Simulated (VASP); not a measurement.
Consider the following.

```
CELL_PARAMETERS angstrom
      3.96054     0.00000     0.00000
      0.00000     3.96054     0.00000
      0.00000     0.00000     3.96054
ATOMIC_POSITIONS crystal
  K  0.00000 0.00000 0.00000
  Ta 0.50000 0.50000 0.50000
  O  0.50000 0.00000 0.50000
  O  0.00000 0.50000 0.50000
  O  0.50000 0.50000 0.00000
```

Calculation: LDA (Ceperley-Alder, Perdew-Zunger), VASP's LDA PAW potentials (set 64) (plane waves; VASP 6.6.1). Numerical set-up: 520 eV cut-off, 5×5×5 Γ-centred mesh, Gaussian smearing of 0.050 eV, potentials K_sv Ta_pv O.

Task: Estimate the energy per atom (σ→0).

Result: 
| Quantity | Value |
|---|---|
| energy per atom (σ→0) | -9011 meV/atom |

The absolute energy has meaning only against runs of the same code, potentials and settings.

The compound is KTaO3 in the cubic perovskite structure. It was relaxed first. The start is the result of an earlier pass.
